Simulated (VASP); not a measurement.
# Sc under strain, part 2 of 3

How does the pressure of Sc answer to a change of volume? The bands are shown for each cell. All runs use r2SCAN. Left out of this account: 1 further run (self-consistent run: a reference on another mesh). The start is a cell from a database of measured crystal structures.

VASP 6.6.1; r2SCAN; plane waves and PAW (Sc_sv).

So far, pressure (GPa): step 2 (bands, cell as listed) 0.0159; step 3 (cell volume +4.0 %) -2.02.

**4. Bands, volume times 1.08**

The cell is expanded evenly, with fractional positions held.

Contents of INCAR:

```
SYSTEM = Sc
PREC = Accurate
ENCUT = 400
EDIFF = 1E-06
NELM = 100
ISMEAR = -1
SIGMA = 0.05
LREAL = .FALSE.
ALGO = Normal
METAGGA = R2SCAN
LASPH = .TRUE.
NBANDS = 23
LORBIT = 11
LWAVE = .FALSE.
LCHARG = .FALSE.
KPAR = 2
```

Contents of POSCAR:

```
Sc
1.0
    3.3949862445      0.0000000000      0.0000000000
   -1.6974931223      2.9401443332      0.0000000000
    0.0000000000      0.0000000000      5.4103296958
Sc
2
Direct
    0.3333333333      0.6666666667      0.2500000000
    0.6666666667      0.3333333333      0.7500000000
```

Contents of KPOINTS:

```
Automatic mesh
0
Gamma
13 13 8
0 0 0
```

Contents of KPOINTS_OPT:

```
Line mode
16
Line-mode
Reciprocal
  0.00000000   0.00000000   0.00000000 GAMMA
  0.50000000   0.00000000   0.00000000 M

  0.50000000   0.00000000   0.00000000 M
  0.33333333   0.33333333   0.00000000 K

  0.33333333   0.33333333   0.00000000 K
  0.00000000   0.00000000   0.00000000 GAMMA

  0.00000000   0.00000000   0.00000000 GAMMA
  0.00000000   0.00000000   0.50000000 A

  0.00000000   0.00000000   0.50000000 A
  0.50000000   0.00000000   0.50000000 L

  0.50000000   0.00000000   0.50000000 L
  0.33333333   0.33333333   0.50000000 H

  0.33333333   0.33333333   0.50000000 H
  0.00000000   0.00000000   0.50000000 A

  0.50000000   0.00000000   0.50000000 L
  0.50000000   0.00000000   0.00000000 M

  0.33333333   0.33333333   0.00000000 K
  0.33333333   0.33333333   0.50000000 H
```

PAW data sets: Sc_sv (PBE family, release 64).

Command:

```bash
$ mpirun -np 2 vasp_std
```

What it wrote:

```text
[... set-up lines as in an earlier step ...]
 entering main loop
       N       E                     dE             d eps       ncg     rms          rms(c)
DAV:   1     0.267901447288E+03    0.26790E+03   -0.96152E+03  4870   0.836E+02
DAV:   2    -0.180800216794E+02   -0.28598E+03   -0.28059E+03  4998   0.387E+02
DAV:   3    -0.288584891350E+02   -0.10778E+02   -0.10534E+02  7437   0.939E+01
DAV:   4    -0.290032816792E+02   -0.14479E+00   -0.14449E+00  6975   0.985E+00
DAV:   5    -0.290049861429E+02   -0.17045E-02   -0.17045E-02  7025   0.114E+00    0.902E+00
DAV:   6    -0.227532422792E+02    0.62517E+01   -0.55683E+00  6475   0.264E+01    0.210E+00
DAV:   7    -0.226682859716E+02    0.84956E-01   -0.42987E-01  7049   0.614E+00    0.118E+00
DAV:   8    -0.226742649179E+02   -0.59789E-02   -0.26053E-02  6419   0.137E+00    0.352E-01
DAV:   9    -0.226760330737E+02   -0.17682E-02   -0.42978E-03  6069   0.664E-01    0.464E-02
DAV:  10    -0.226760462631E+02   -0.13189E-04   -0.35479E-04  6420   0.190E-01    0.482E-02
DAV:  11    -0.226760474160E+02   -0.11529E-05   -0.80490E-05  6615   0.102E-01    0.699E-03
DAV:  12    -0.226760549880E+02   -0.75720E-05   -0.49740E-06  6587   0.243E-02    0.107E-03
DAV:  13    -0.226760544858E+02    0.50217E-06   -0.10428E-07  2996   0.255E-03
   1 F= -.22676054E+02 E0= -.22657725E+02  d E =-.366593E-01
 Start KPOINTS_OPT (optional k-point list driver)
k-point batch [1-105\144]
       N       E                     dE             ncg
DAV:   1    -0.218934757684E+05   -0.73224E+05     4878
DAV:   2    -0.512072108450E+05   -0.29314E+05     4854
DAV:   3    -0.522114059763E+05   -0.10042E+04     6402
DAV:   4    -0.522326172171E+05   -0.21211E+02     6678
DAV:   5    -0.522328649174E+05   -0.24770E+00     6733
DAV:   6    -0.522328703345E+05   -0.54171E-02     6754
DAV:   7    -0.522328704147E+05   -0.80267E-04     6592
DAV:   8    -0.522328704166E+05   -0.18927E-05     4043
DAV:   9    -0.522328704170E+05   -0.33615E-06     3500
k-point batch [106-144\144]
       N       E                     dE             ncg
DAV:   1     0.213766487222E+05   -0.33510E+05     1802
DAV:   2     0.102082633305E+05   -0.11168E+05     1802
DAV:   3     0.983331670737E+04   -0.37495E+03     2535
DAV:   4     0.982650136910E+04   -0.68153E+01     2478
DAV:   5     0.982642305688E+04   -0.78312E-01     2579
DAV:   6     0.982642210776E+04   -0.94912E-03     2549
DAV:   7     0.982642208795E+04   -0.19808E-04     2529
DAV:   8     0.982642208760E+04   -0.34942E-06     1395
```

Wall time 7.5 min (2 MPI ranks of AMD EPYC 7R13 (Zen 3), shared host); peak memory 0.43 GiB; 14 min of CPU time.

From OUTCAR (step 4):

```text
  LATTYP: Found a hexagonal cell.
 ALAT       =     3.3949862445
 C/A-ratio  =     1.5936234512

 Found    105 irreducible k-points:

   ENCUT  =  400.0 eV  29.40 Ry    5.42 a.u.   5.54  5.54  8.82*2*pi/ulx,y,z

   NELECT =      22.0000    total number of electrons

 E-fermi :   3.1966

 k-point     1 :       0.0000    0.0000    0.0000
  band No.  band energies     occupation
    ...
      6     -26.0642      2.00000
      7     -26.0641      2.00000
      8     -26.0513      2.00000
      9      -2.1220      2.00000
     10       1.5785      2.00000
     11       3.3203      0.15555
     12       4.8989      0.00000
     13       4.8989      0.00000
     14       5.0131      0.00000
     15       5.2897      0.00000
    ...

 k-point     2 :       0.0769    0.0000    0.0000
  band No.  band energies     occupation
    ...
      6     -26.0767      2.00000
      7     -26.0659      2.00000
      8     -26.0537      2.00000
      9      -1.9950      2.00000
     10       1.6862      2.00000
     11       3.2551      0.47398
     12       4.6642      0.00000
     13       4.9865      0.00000
     14       5.1657      0.00000
     15       5.2245      0.00000
    ...

  Total       -1.1534166     -1.1534166     -1.4680009      0.0000000     -0.0000000     -0.0000000
  in kB      -34.2189268    -34.2189268    -43.5518387      0.0000000     -0.0000000     -0.0000000
  external PRESSURE =     -37.3298974 kB  Pullay stress =       0.0000000 kB

  energy-cutoff  :      400.00
  volume of cell :       54.00
      direct lattice vectors                 reciprocal lattice vectors
     3.394986245  0.000000000  0.000000000     0.294552003  0.170059678  0.000000000
    -1.697493122  2.940144333  0.000000000     0.000000000  0.340119357  0.000000000
     0.000000000  0.000000000  5.410329696     0.000000000  0.000000000  0.184831620

 POSITION                                       TOTAL-FORCE (eV/Angst)
 -----------------------------------------------------------------------------------
     -0.00000      1.96010      1.35258        -0.000000     -0.000000      0.000000
      1.69749      0.98005      4.05775         0.000000      0.000000      0.000000
 -----------------------------------------------------------------------------------
    total drift:                               -0.000000      0.000000     -0.000000

  FREE ENERGIE OF THE ION-ELECTRON SYSTEM (eV)
  ---------------------------------------------------
  free  energy   TOTEN  =       -22.6760544858 eV

  energy  without entropy=      -22.6393952002  energy(sigma->0) =      -22.65772484

 total charge
# of ion       s       p       d       tot
------------------------------------------
    1        2.246   6.103   0.901   9.249
    2        2.246   6.103   0.901   9.249
--------------------------------------------------
tot          4.491  12.206   1.802  18.499

[... 4 parts as in an earlier step ...]

[... 7 further parts left out ...]
```

Numbers from this step:

```
free energy (TOTEN)     : -22.68 eV
energy at zero smearing : -22.66 eV
Fermi energy            : 3.197 eV
pressure                : -3.733 GPa
```

The electronic bands at the labelled points (eV, zero at the Fermi level; # counts the bands kept, so #1 is VASP's band 9):

| point | #1 | #2 | #3 | #4 | #5 | #6 | #7 |
| --- | --- | --- | --- | --- | --- | --- | --- |
| Γ | -5.32 | -1.62 | 0.12 | 1.70 | 1.70 | 1.82 | 2.09 |
| 0.53 of the way | -3.89 | -0.66 | -0.35 | 0.46 | 1.50 | 1.71 | 1.88 |
| M | -1.64 | -1.05 | -0.58 | -0.36 | 1.22 | 1.53 | 1.80 |
| 0.53 of the way | -1.29 | -0.86 | -0.44 | -0.39 | 1.15 | 1.26 | 1.91 |
| K | -0.71 | -0.71 | -0.64 | -0.30 | 1.05 | 1.05 | 2.06 |
| 0.47 of the way | -3.46 | -0.44 | -0.39 | 0.22 | 1.44 | 1.46 | 1.84 |
| Γ | -5.32 | -1.62 | 0.12 | 1.70 | 1.70 | 1.82 | 2.09 |
| 0.47 of the way | -4.98 | -2.33 | 0.35 | 1.59 | 1.61 | 1.61 | 1.93 |
| A | -3.84 | -3.84 | 0.96 | 0.96 | 1.65 | 1.65 | 1.65 |
| 0.47 of the way | -2.89 | -2.89 | 0.59 | 0.59 | 1.27 | 1.27 | 2.15 |
| L | -1.40 | -1.40 | 0.00 | 0.00 | 1.17 | 1.17 | 2.45 |
| 0.53 of the way | -1.00 | -1.00 | 0.07 | 0.07 | 0.64 | 0.64 | 2.44 |
| H | -0.38 | -0.38 | -0.02 | -0.02 | 0.17 | 0.17 | 2.40 |
| 0.47 of the way | -2.29 | -2.29 | 0.39 | 0.39 | 1.07 | 1.07 | 2.26 |
| A | -3.84 | -3.84 | 0.96 | 0.96 | 1.65 | 1.65 | 1.65 |
| jump to L | -1.40 | -1.40 | 0.00 | 0.00 | 1.17 | 1.17 | 2.45 |
| 0.47 of the way | -1.58 | -1.17 | -0.32 | -0.18 | 1.21 | 1.51 | 1.81 |
| M | -1.64 | -1.05 | -0.58 | -0.36 | 1.22 | 1.53 | 1.80 |
| jump to K | -0.71 | -0.71 | -0.64 | -0.30 | 1.05 | 1.05 | 2.06 |
| 0.47 of the way | -0.56 | -0.52 | -0.52 | -0.30 | 0.77 | 0.77 | 2.09 |
| H | -0.38 | -0.38 | -0.02 | -0.02 | 0.17 | 0.17 | 2.40 |

 The pressure is -3.73 GPa.

For the pressure, step 2 gave 0.0159 GPa; this run, with cell volume +8.0 %, gives -3.73 GPa.

**5. Bands, sheared, principal strains -1.3, -0.5, +1.8 %**

Levels along the symmetry lines show where the bands peak and cross; KPOINTS_OPT computes them in the converged potential.

INCAR is that of step 4.

Contents of POSCAR:

```
Sc
1.0
    3.3203630000     -0.0268770000      0.0374280000
   -1.6834580000      2.8833870000     -0.0377320000
    0.0596460000     -0.0349960000      5.2486770000
Sc
2
Direct
    0.3333333333      0.6666666667      0.2500000000
    0.6666666667      0.3333333333      0.7500000000
```

KPOINTS is that of step 4.

Contents of KPOINTS_OPT:

```
Line mode
16
Line-mode
Reciprocal
  0.00000000   0.00000000   0.50000000 X
  0.00000000   0.00000000   0.00000000 GAMMA

  0.00000000   0.00000000   0.00000000 GAMMA
  0.00000000  -0.50000000   0.00000000 Y

  0.00000000  -0.50000000   0.50000000 L
  0.00000000   0.00000000   0.00000000 GAMMA

  0.00000000   0.00000000   0.00000000 GAMMA
  0.50000000   0.00000000   0.00000000 Z

  0.50000000   0.00000000   0.50000000 N
  0.00000000   0.00000000   0.00000000 GAMMA

  0.00000000   0.00000000   0.00000000 GAMMA
  0.50000000  -0.50000000   0.00000000 M

  0.50000000  -0.50000000   0.50000000 R
  0.00000000   0.00000000   0.00000000 GAMMA
```

Command:

```bash
$ mpirun -np 2 vasp_std
```

What it wrote:

```text
[... set-up lines as in an earlier step ...]
 entering main loop
       N       E                     dE             d eps       ncg     rms          rms(c)
DAV:   1     0.255889130532E+03    0.25589E+03   -0.97768E+03 31518   0.853E+02
DAV:   2    -0.191135586609E+02   -0.27500E+03   -0.26984E+03 31878   0.385E+02
DAV:   3    -0.288205460383E+02   -0.97070E+01   -0.94887E+01 47463   0.909E+01
DAV:   4    -0.289618523894E+02   -0.14131E+00   -0.14105E+00 45007   0.102E+01
[...]
DAV:  11    -0.227194541265E+02   -0.32356E-05   -0.65037E-05 43013   0.904E-02    0.645E-03
DAV:  12    -0.227194585777E+02   -0.44512E-05   -0.34920E-06 30816   0.203E-02    0.167E-03
DAV:  13    -0.227194595772E+02   -0.99950E-06   -0.57685E-07 19701   0.856E-03
```

It took 21 min on 2 MPI ranks.

The run was cut off at its time limit.

More ranks or a longer limit would be the way on.

**6. Bands, volume times 0.96**

The cell is compressed evenly, with fractional positions held.

INCAR is that of step 5.

Contents of POSCAR:

```
Sc
1.0
    3.2642783016      0.0000000000      0.0000000000
   -1.6321391508      2.8269479342      0.0000000000
    0.0000000000      0.0000000000      5.2020304526
Sc
2
Direct
    0.3333333333      0.6666666667      0.2500000000
    0.6666666667      0.3333333333      0.7500000000
```

KPOINTS is that of step 5.

Contents of KPOINTS_OPT:

```
Line mode
16
Line-mode
Reciprocal
  0.00000000   0.00000000   0.00000000 GAMMA
  0.50000000   0.00000000   0.00000000 M

  0.50000000   0.00000000   0.00000000 M
  0.33333333   0.33333333   0.00000000 K

  0.33333333   0.33333333   0.00000000 K
  0.00000000   0.00000000   0.00000000 GAMMA

  0.00000000   0.00000000   0.00000000 GAMMA
  0.00000000   0.00000000   0.50000000 A

  0.00000000   0.00000000   0.50000000 A
  0.50000000   0.00000000   0.50000000 L

  0.50000000   0.00000000   0.50000000 L
  0.33333333   0.33333333   0.50000000 H

  0.33333333   0.33333333   0.50000000 H
  0.00000000   0.00000000   0.50000000 A

  0.50000000   0.00000000   0.50000000 L
  0.50000000   0.00000000   0.00000000 M

  0.33333333   0.33333333   0.00000000 K
  0.33333333   0.33333333   0.50000000 H
```

Command:

```bash
$ mpirun -np 2 vasp_std
```

What it wrote:

```text
[... set-up lines as in an earlier step ...]
 entering main loop
       N       E                     dE             d eps       ncg     rms          rms(c)
DAV:   1     0.251249081745E+03    0.25125E+03   -0.98173E+03  4902   0.859E+02
DAV:   2    -0.192251409702E+02   -0.27047E+03   -0.26540E+03  4942   0.383E+02
DAV:   3    -0.287598113121E+02   -0.95347E+01   -0.93132E+01  7262   0.896E+01
DAV:   4    -0.289073964988E+02   -0.14759E+00   -0.14728E+00  7026   0.107E+01
DAV:   5    -0.289087998281E+02   -0.14033E-02   -0.14033E-02  7033   0.112E+00    0.101E+01
DAV:   6    -0.227579514143E+02    0.61508E+01   -0.51206E+00  6223   0.260E+01    0.209E+00
DAV:   7    -0.226968617217E+02    0.61090E-01   -0.36132E-01  7077   0.569E+00    0.108E+00
DAV:   8    -0.227032184457E+02   -0.63567E-02   -0.29563E-02  6560   0.155E+00    0.357E-01
DAV:   9    -0.227047123265E+02   -0.14939E-02   -0.51730E-03  6599   0.789E-01    0.373E-02
DAV:  10    -0.227047523868E+02   -0.40060E-04   -0.37161E-04  6398   0.198E-01    0.379E-02
DAV:  11    -0.227047545743E+02   -0.21875E-05   -0.69147E-05  6622   0.929E-02    0.661E-03
DAV:  12    -0.227047583261E+02   -0.37517E-05   -0.41234E-06  5101   0.214E-02    0.166E-03
DAV:  13    -0.227047592564E+02   -0.93034E-06   -0.54725E-07  2999   0.760E-03
   1 F= -.22704759E+02 E0= -.22688393E+02  d E =-.327317E-01
 Start KPOINTS_OPT (optional k-point list driver)
k-point batch [1-105\144]
       N       E                     dE             ncg
DAV:   1    -0.200107382396E+05   -0.72261E+05     4862
DAV:   2    -0.491095579483E+05   -0.29099E+05     4846
DAV:   3    -0.500832411744E+05   -0.97368E+03     6334
DAV:   4    -0.501029816972E+05   -0.19741E+02     6793
DAV:   5    -0.501032106203E+05   -0.22892E+00     6785
DAV:   6    -0.501032133687E+05   -0.27484E-02     6794
DAV:   7    -0.501032134400E+05   -0.71257E-04     6257
DAV:   8    -0.501032134413E+05   -0.13053E-05     3978
DAV:   9    -0.501032134416E+05   -0.36488E-06     3535
k-point batch [106-144\144]
       N       E                     dE             ncg
DAV:   1     0.218716124571E+05   -0.34729E+05     1802
DAV:   2     0.111300304786E+05   -0.10742E+05     1794
DAV:   3     0.107888118697E+05   -0.34122E+03     2436
DAV:   4     0.107824387866E+05   -0.63731E+01     2570
DAV:   5     0.107823921994E+05   -0.46587E-01     2552
DAV:   6     0.107823914501E+05   -0.74930E-03     2511
DAV:   7     0.107823914319E+05   -0.18253E-04     2410
DAV:   8     0.107823914315E+05   -0.34750E-06     1362
```

Run time: 7.1 min. Hardware: 2 MPI ranks; peak memory 0.41 GiB.

OUTCAR, selected parts (step 6):

```text
   ENCUT  =  400.0 eV  29.40 Ry    5.42 a.u.   5.32  5.32  8.48*2*pi/ulx,y,z

   NELECT =      22.0000    total number of electrons

 E-fermi :   3.8864

 k-point     1 :       0.0000    0.0000    0.0000
  band No.  band energies     occupation
    ...
      6     -24.9809      2.00000
      7     -24.9808      2.00000
      8     -24.9684      2.00000
      9      -1.6715      2.00000
     10       2.1118      2.00000
     11       4.2287      0.00213
     12       5.7471      0.00000
     13       5.7471      0.00000
     14       5.8856      0.00000
     15       6.2149      0.00000
    ...

  Total        0.9252280      0.9252280      0.3450951      0.0000000      0.0000000      0.0000000
  in kB       30.8802967     30.8802967     11.5178520      0.0000000      0.0000000      0.0000000
  external PRESSURE =      24.4261485 kB  Pullay stress =       0.0000000 kB

 POSITION                                       TOTAL-FORCE (eV/Angst)
 -----------------------------------------------------------------------------------
     -0.00000      1.88463      1.30051         0.000000      0.000000      0.000000
      1.63214      0.94232      3.90152        -0.000000     -0.000000      0.000000
 -----------------------------------------------------------------------------------
    total drift:                                0.000000     -0.000000      0.000000

  FREE ENERGIE OF THE ION-ELECTRON SYSTEM (eV)
  ---------------------------------------------------
  free  energy   TOTEN  =       -22.7047592564 eV

  energy  without entropy=      -22.6720275223  energy(sigma->0) =      -22.68839339

[... 4 parts as in an earlier step ...]

[... 12 further parts left out ...]
```

Numbers from this step:

```
free energy (TOTEN)     : -22.70 eV
energy at zero smearing : -22.69 eV
Fermi energy            : 3.886 eV
pressure                : 2.443 GPa
```

The electronic bands at the labelled points (eV, zero at the Fermi level; # counts the bands kept, so #1 is VASP's band 9):

| point | #1 | #2 | #3 | #4 | #5 | #6 |
| --- | --- | --- | --- | --- | --- | --- |
| Γ | -5.56 | -1.77 | 0.34 | 1.86 | 1.86 | 2.00 |
| 0.47 of the way | -4.34 | -0.91 | -0.26 | 0.65 | 1.72 | 2.03 |
| M | -1.70 | -1.15 | -0.75 | -0.36 | 1.38 | 1.66 |
| 0.47 of the way | -1.39 | -0.94 | -0.64 | -0.43 | 1.31 | 1.42 |
| K | -0.72 | -0.72 | -0.68 | -0.48 | 1.15 | 1.15 |
| 0.47 of the way | -3.52 | -0.50 | -0.44 | 0.16 | 1.56 | 1.63 |
| Γ | -5.56 | -1.77 | 0.34 | 1.86 | 1.86 | 2.00 |
| 0.53 of the way | -5.07 | -2.58 | 0.49 | 1.66 | 1.74 | 1.74 |
| A | -3.95 | -3.95 | 1.03 | 1.03 | 1.80 | 1.80 |
| 0.53 of the way | -2.68 | -2.68 | 0.46 | 0.46 | 1.33 | 1.33 |
| L | -1.57 | -1.57 | 0.04 | 0.04 | 1.36 | 1.36 |
| 0.53 of the way | -1.13 | -1.13 | 0.16 | 0.16 | 0.68 | 0.68 |
| H | -0.46 | -0.46 | -0.05 | -0.05 | 0.25 | 0.25 |
| 0.47 of the way | -2.31 | -2.31 | 0.37 | 0.37 | 1.15 | 1.15 |
| A | -3.95 | -3.95 | 1.03 | 1.03 | 1.80 | 1.80 |
| jump to L | -1.57 | -1.57 | 0.04 | 0.04 | 1.36 | 1.36 |
| 0.47 of the way | -1.73 | -1.29 | -0.33 | -0.22 | 1.44 | 1.68 |
| M | -1.70 | -1.15 | -0.75 | -0.36 | 1.38 | 1.66 |
| jump to K | -0.72 | -0.72 | -0.68 | -0.48 | 1.15 | 1.15 |
| 0.47 of the way | -0.61 | -0.53 | -0.53 | -0.44 | 0.85 | 0.85 |
| H | -0.46 | -0.46 | -0.05 | -0.05 | 0.25 | 0.25 |

 The pressure is 2.44 GPa.

For the pressure, step 2 gave 0.0159 GPa; this run, with cell volume -4.0 %, gives 2.44 GPa.

(Part 2 of 3 ends here.)

[Lines on the potential files, build, host, timing and source positions are cut from VASP's logs without a mark.]

[Logs are printed without paths, hosts, clocks, repeated set-up lines and the standing remarks that a program may print on its own settings, such as how far it seeks lower states.]

[Hosts, paths, dates, database ids (printed as entryN), source tags and the programs' standing remarks are cut or masked in the printed files.]

[A measured line is paired with the nearest computed mode of its activity, which favours agreement.]
